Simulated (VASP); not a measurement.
Data:

```yaml
crystal:
  lattice:
    - [0.00000, 2.79604, 2.79604]
    - [2.79604, 0.00000, 2.79604]
    - [2.79604, 2.79604, 0.00000]
  atoms:
    - { symbol: Ce, position: [0.00000, 0.00000, 0.00000] }
    - { symbol: H, position: [0.75000, 0.75000, 0.75000] }
    - { symbol: H, position: [0.25000, 0.25000, 0.25000] }
```

These are r2SCAN meta-GGA, VASP's PBE PAW potentials (set 64) (plane waves; VASP) values and carry that method's errors. Settings: 480 eV cut-off, 10×10×10 Γ-centred mesh, first-order Methfessel-Paxton smearing of 0.10 eV, potentials Ce H.

The run has a spin-polarised start.

Problem. Give the stress tensor in GPa (positive for a compressed cell).

Solution. 
```
-3.07   0.00   0.00
 0.00  -3.07   0.00
 0.00   0.00  -3.07
```
The pressure is its mean diagonal, -3.07 GPa.

The structure comes from a computed database's CeH2 entry (Fm-3m); how it stands against other phases isn't given here. This cell was strained or had an atom moved on purpose.
